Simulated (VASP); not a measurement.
Input for VASP

### KPOINTS
```
Automatic mesh
0
Gamma
14 14 14
0 0 0
```

**INCAR**
```
! general
SYSTEM   = Ag
PREC     = Accurate
ENCUT    = 520
LREAL    = .FALSE.
LASPH    = .TRUE.

! electronic loop
EDIFF    = 1E-6
NELM     = 100
ALGO     = Normal
LMAXMIX  = 4

! smearing
ISMEAR   = 1
SIGMA    = 0.1

! functional
GGA      = BO
LUSE_VDW = .TRUE.
AGGAC    = 0.0
PARAM1   = 0.1833333333
PARAM2   = 0.22

! ions
IBRION   = 2
NSW      = 60
ISIF     = 3
EDIFFG   = -0.01

! output
LWAVE    = .FALSE.
LCHARG   = .FALSE.
```

File POSCAR:
```
Ag
1
    0.0000000000     2.0450000000     2.0450000000
    2.0450000000     0.0000000000     2.0450000000
    2.0450000000     2.0450000000     0.0000000000
Ag
1
Direct
  0.0000000000   0.0000000000   0.0000000000
```

POTCAR, in this order: Ag (PBE.64 set). Program: vasp_std.

**Question.** Translate this optB88-vdW calculation to Quantum ESPRESSO's pw.x.

**Answer.** One equivalent input (not run):
```
&CONTROL
  calculation = 'vc-relax'
  pseudo_dir = './pseudo'
  outdir = './out'
  tprnfor = .true.
  tstress = .true.
  nstep = 60
  forc_conv_thr = 0.00039
/
&SYSTEM
  ibrav = 0
  nat = 1
  ntyp = 1
  ecutwfc = 82
  occupations = 'smearing'
  smearing = 'methfessel-paxton'
  degauss = 0.00735
  input_dft = 'vdw-df-obk8'
/
&ELECTRONS
  conv_thr = 7.3e-08
  electron_maxstep = 100
/
&IONS
/
&CELL
/
ATOMIC_SPECIES
  Ag 107.868 Ag.upf
CELL_PARAMETERS angstrom
     0.0000000    2.0450000    2.0450000
     2.0450000    0.0000000    2.0450000
     2.0450000    2.0450000    0.0000000
ATOMIC_POSITIONS crystal
  Ag   0.0000000  0.0000000  0.0000000
K_POINTS automatic
  14 14 14 0 0 0
```
What does not carry over: the potentials are each code's own (VASP's PAW set, PseudoDojo norm-conserving files in pw.x), so ENCUT and ecutwfc are chosen apart and not converted; conv_thr bounds pw.x's estimated SCF error, while EDIFF bounds the energy change between steps; forc_conv_thr acts on force components and is met together with etot_conv_thr.

The compound is Ag in the fcc structure. This run relaxes it. Symmetry was kept, so distortions that lower it aren't found.
